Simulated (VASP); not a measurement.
Here is the system:

```xyz
1
Lattice="0.0000 2.9589 2.9589 2.9589 0.0000 2.9589 2.9589 2.9589 0.0000" Properties=species:S:1:pos:R:3 pbc="T T T"
Sr     5.9178     5.9178     5.9178
```

All values below come from optB86b-vdW, VASP's PBE PAW potentials (set 64) (plane waves; VASP 6.6.1). Settings: 520 eV cut-off, Gaussian smearing of 0.050 eV, potentials Sr_sv.

Problem. Give the energies of bands 5 to 8 at the high-symmetry points, in eV from the Fermi level.

Solution. 
```tsv
band	Γ	X	U	L	W
5	-3.76	-0.75	-0.17	-1.18	0.00
6	2.37	0.26	0.20	0.14	0.65
7	2.37	1.19	0.91	2.19	0.65
8	2.37	5.04	3.52	2.19	2.35
```

It has no gap at this level: it comes out as a metal or semimetal.

The compound is Sr in the fcc structure. It was relaxed first, which changed the volume by -8 %.
